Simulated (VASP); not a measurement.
Output of a VASP run:

### OUTCAR
```
 ion  position               nearest neighbor table
   1  0.000  0.000  0.000-
  LATTYP: Found a face centered cubic cell.
 ALAT       =     5.5460840178
 Subroutine PRICEL returns:
 Original cell was already a primitive cell.
 Subroutine GETGRP returns: Found 48 space group operations
The static configuration has the point symmetry O_h .
The dynamic configuration has the point symmetry O_h .
 Subroutine INISYM returns: Found 48 space group operations
 Subroutine IBZKPT returns following result:
 Found     72 irreducible k-points:

 Following reciprocal coordinates:
            Coordinates               Weight
  0.000000  0.000000  0.000000      1.000000
  0.083333  0.000000  0.000000      8.000000
  0.166667  0.000000  0.000000      8.000000
  0.250000  0.000000  0.000000      8.000000
  0.333333  0.000000  0.000000      8.000000
  0.416667  0.000000  0.000000      8.000000
  0.500000  0.000000  0.000000      4.000000
  0.083333  0.083333  0.000000      6.000000
  0.166667  0.083333  0.000000     24.000000
  0.250000  0.083333  0.000000     24.000000
  0.333333  0.083333  0.000000     24.000000
  0.416667  0.083333  0.000000     24.000000
  0.500000  0.083333  0.000000     24.000000
 -0.416667  0.083333  0.000000     24.000000
 -0.333333  0.083333  0.000000     24.000000
 -0.250000  0.083333  0.000000     24.000000
 -0.166667  0.083333  0.000000     24.000000
 -0.083333  0.083333  0.000000     12.000000
  0.166667  0.166667  0.000000      6.000000
  0.250000  0.166667  0.000000     24.000000
  0.333333  0.166667  0.000000     24.000000
  0.416667  0.166667  0.000000     24.000000
  0.500000  0.166667  0.000000     24.000000
 -0.416667  0.166667  0.000000     24.000000
 -0.333333  0.166667  0.000000     24.000000
 -0.250000  0.166667  0.000000     24.000000
 -0.166667  0.166667  0.000000     12.000000
  0.250000  0.250000  0.000000      6.000000
  0.333333  0.250000  0.000000     24.000000
  0.416667  0.250000  0.000000     24.000000
  0.500000  0.250000  0.000000     24.000000
 -0.416667  0.250000  0.000000     24.000000
 -0.333333  0.250000  0.000000     24.000000
 -0.250000  0.250000  0.000000     12.000000
  0.333333  0.333333  0.000000      6.000000
  0.416667  0.333333  0.000000     24.000000
  0.500000  0.333333  0.000000     24.000000
 -0.416667  0.333333  0.000000     24.000000
 -0.333333  0.333333  0.000000     12.000000
  0.416667  0.416667  0.000000      6.000000
   k-points           NKPTS =     72   k-points in BZ     NKDIM =     72   number of bands    NBANDS=      9
   number of dos      NEDOS =    301   number of ions     NIONS =      1
   total plane-waves  NPLWV =  27000
   dimension x,y,z NGX =    30 NGY =   30 NGZ =   30
   dimension x,y,z NGXF=    60 NGYF=   60 NGZF=   60
   ions per type =               1
   PREC   = accura    normal or accurate (medium, high low for compatibility)
   ISTART =      0    job   : 0-new  1-cont  2-samecut
   ICHARG =      2    charge: 1-file 2-atom 10-const
   ISPIN  =      1    spin polarized calculation?
   LNONCOLLINEAR =      F non collinear calculations
   LSORBIT =      F    spin-orbit coupling
   INIWAV =      1    electr: 0-lowe 1-rand  2-diag
   ENCUT  =  520.0 eV  38.22 Ry    6.18 a.u.   7.29  7.29  7.29*2*pi/ulx,y,z
   NELM   =    100;   NELMIN=  2; NELMDL= -5     # of ELM steps
   EDIFF  = 0.1E-06   stopping-criterion for ELM
   LREAL  =      F    real-space projection
   NLSPLINE    = F    spline interpolate recip. space projectors
   LMAXMIX     =    2 max onsite mixed and CHGCAR
   VOSKOWN=      0    Vosko Wilk Nusair interpolation
   EDIFFG = 0.1E-05   stopping-criterion for IOM
   NSW    =      0    number of steps for IOM
   NBLOCK =      1;   KBLOCK =      1    inner block; outer block
   IBRION =     -1    ionic relax: 0-MD 1-quasi-New 2-CG
   NFREE  =      0    steps in history (QN), initial steepest desc. (CG)
...
```

File OSZICAR:
```
       N       E                     dE             d eps       ncg     rms          rms(c)
DAV:   1     0.632166752156E+02    0.63217E+02   -0.51309E+03  1296   0.100E+03
DAV:   2    -0.665572257099E+00   -0.63882E+02   -0.63575E+02  1340   0.229E+02
DAV:   3    -0.197012814421E+01   -0.13046E+01   -0.12914E+01  2040   0.338E+01
DAV:   4    -0.201335167357E+01   -0.43224E-01   -0.43204E-01  1880   0.498E+00
DAV:   5    -0.201454367943E+01   -0.11920E-02   -0.11916E-02  2144   0.477E-01    0.240E+00
DAV:   6    -0.200716634965E+01    0.73773E-02   -0.80030E-03  1712   0.130E+00    0.143E+00
DAV:   7    -0.200202391753E+01    0.51424E-02   -0.16115E-02  1489   0.187E+00    0.874E-02
DAV:   8    -0.200196381876E+01    0.60099E-04   -0.12024E-03  1851   0.329E-01    0.219E-02
DAV:   9    -0.200197041312E+01   -0.65944E-05   -0.55087E-05  2057   0.572E-02    0.173E-02
DAV:  10    -0.200197271980E+01   -0.23067E-05   -0.30679E-05  1725   0.749E-02    0.212E-02
DAV:  11    -0.200196940883E+01    0.33110E-05   -0.39298E-06  1588   0.292E-02    0.159E-03
DAV:  12    -0.200196924363E+01    0.16520E-06   -0.38918E-07  1956   0.477E-03    0.843E-04
DAV:  13    -0.200196940685E+01   -0.16322E-06   -0.98794E-09   848   0.116E-03    0.204E-04
DAV:  14    -0.200196941894E+01   -0.12092E-07   -0.25079E-09   844   0.511E-04
   1 F= -.20019694E+01 E0= -.20017409E+01  d E =-.685673E-03
```

File OUTCAR:
```
------------------------ aborting loop because EDIFF is reached ----------------------------------------
  FORCE on cell =-STRESS in cart. coord.  units (eV):
  Direction    XX          YY          ZZ          XY          YZ          ZX
  --------------------------------------------------------------------------------------
  Total       -0.1352240     -0.1352240     -0.1352240     -0.0000000     -0.0000000      0.0000000
  in kB       -5.0800142     -5.0800142     -5.0800142     -0.0000000     -0.0000000      0.0000000
  external PRESSURE =      -5.0800142 kB  Pullay stress =       0.0000000 kB
  volume of cell :       42.65
      direct lattice vectors                 reciprocal lattice vectors
     0.000000000  2.773042009  2.773042009    -0.180307402  0.180307402  0.180307402
     2.773042009  0.000000000  2.773042009     0.180307402 -0.180307402  0.180307402
     2.773042009  2.773042009  0.000000000     0.180307402  0.180307402 -0.180307402
 POSITION                                       TOTAL-FORCE (eV/Angst)
 -----------------------------------------------------------------------------------
      0.00000      0.00000      0.00000         0.000000     -0.000000      0.000000
 -----------------------------------------------------------------------------------
    total drift:                               -0.000000     -0.000000     -0.000000
  FREE ENERGIE OF THE ION-ELECTRON SYSTEM (eV)
  ---------------------------------------------------
  free  energy   TOTEN  =        -2.0019694189 eV

  energy  without entropy=       -2.0012837463  energy(sigma->0) =       -2.00174086
```
(Selected blocks of OUTCAR.)

File POSCAR:
```
Ca
1
    0.0000000000     2.7730420089     2.7730420089
    2.7730420089     0.0000000000     2.7730420089
    2.7730420089     2.7730420089     0.0000000000
Ca
1
Direct
  0.0000000000   0.0000000000   0.0000000000
```

Q: Write an INCAR and KPOINTS that could have produced this output.

A: Several could match; the one computed here: the input of the run itself, AM05 GGA, plane waves, VASP's PBE PAW potentials (set 64).

INCAR:
```
NELM = 100
LASPH = .TRUE.   # aspherical one-centre terms
ISMEAR = 1   # Methfessel-Paxton
LCHARG = .FALSE.
LWAVE = .FALSE.
SYSTEM = Ca
SIGMA = 0.1
ENCUT = 520   # plane-wave cut-off (eV)
GGA = AM
PREC = Accurate
ALGO = Normal
EDIFF = 1E-7   # SCF stop (eV)
LREAL = .FALSE.   # projection in real space or not
ISIF = 2
```

File KPOINTS:
```
Regular mesh
0
Gamma
 12 12 12
0 0 0
```

POTCAR, in this order: Ca_sv (PBE.64 set). Program: vasp_std.

The compound is Ca in the fcc structure. This cell is one point of a volume scan, at 1.03 of the reference volume.
